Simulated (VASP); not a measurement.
SiC:

```
Si C
1.0
     3.08100    0.00000    0.00000
    -1.54050    2.66822    0.00000
     0.00000    0.00000   10.08500
Si C
4 4
Cartesian
  1.5405 0.8894 9.4581
  0.0000 1.7788 4.4156
  0.0000 0.0000 6.9374
  0.0000 0.0000 1.8949
  1.5405 0.8894 7.5618
  0.0000 1.7788 2.5193
  0.0000 0.0000 5.0471
  0.0000 0.0000 0.0046
```

The cell is a database's computed one.

Base run:

* Program: VASP 6.6.1
* Functional: PBE
* Potentials or basis: VASP PAW PBE potentials, release 64 (Si, C)
* Cutoff: 520 eV
* k mesh: 12 × 12 × 4
* Occupations: gaussian, width 0.02 eV
* Spin: no spin polarisation

Its results: band gap on the k mesh 2.23 eV, indirect (least direct gap 3.35 eV); pressure 2.8 GPa.

Task: The run is repeated on the same cell with these changes: functional from PBE to r2SCAN; further incar settings from ALGO = Normal; EDIFF = 1e-06 to ALGO = Normal; EDIFF = 1e-07. What comes out?

Result: Band gap on the k mesh 2.61 eV, indirect (least direct gap 3.79 eV); pressure -0.9 GPa.

Caveats: the PAW data sets were made with another functional, which shifts forces and pressure a little (some runs).

A k mesh can miss the band edges.

Not every run made on this cell is shown here.
